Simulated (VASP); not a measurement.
Consider the following.

```
V
1.0
   -1.50879     1.50879     1.50879
    1.50879    -1.50879     1.50879
    1.50879     1.50879    -1.50879
V
1
Direct
  0.00000   0.00000   0.00000
```

Calculation: PBE GGA, VASP's PBE PAW potentials (set 64) (plane waves; VASP 6.6.1). Numerical set-up: 300 eV cut-off, 15×15×15 Γ-centred mesh, Fermi-Dirac smearing of 0.10 eV, potentials V_sv.

At this cut-off the stress carries a Pulay error, which pulls relaxed volumes low.

Give the stress tensor in GPa (positive for a compressed cell).

```
-3.63   0.00   0.00
 0.00  -3.63   0.00
 0.00   0.00  -3.63
```
The pressure is its mean diagonal, -3.63 GPa.

The structure is a typed V crystal (Im-3m). The cell was not relaxed at this level. The run is not spin-polarised, so no magnetic state was tried.
